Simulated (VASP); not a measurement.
Consider the following.

```yaml
crystal:
  lattice:
    - [1.52603, -2.64316, 0.00000]
    - [1.52603, 2.64316, 0.00000]
    - [0.00000, 0.00000, 4.63121]
  atoms:
    - { symbol: Ti, position: [0.33333, 0.66667, 0.25000] }
    - { symbol: Ti, position: [0.66667, 0.33333, 0.75000] }
```

These are r2SCAN meta-GGA, VASP's PBE PAW potentials (set 64) (plane waves; VASP 6.6.1) values and carry that method's errors. Numerical set-up: 480 eV cut-off, 14×14×8 Γ-centred mesh, first-order Methfessel-Paxton smearing of 0.10 eV, potentials Ti_sv.

**Question.** Give the stress tensor in GPa (positive for a compressed cell).

**Answer.** 
```
-9.17   0.00   0.00
 0.00  -9.17   0.00
 0.00   0.00  -4.78
```
The pressure is its mean diagonal, -7.71 GPa.

The compound is Ti in the hcp structure. This cell was strained or had an atom moved on purpose.
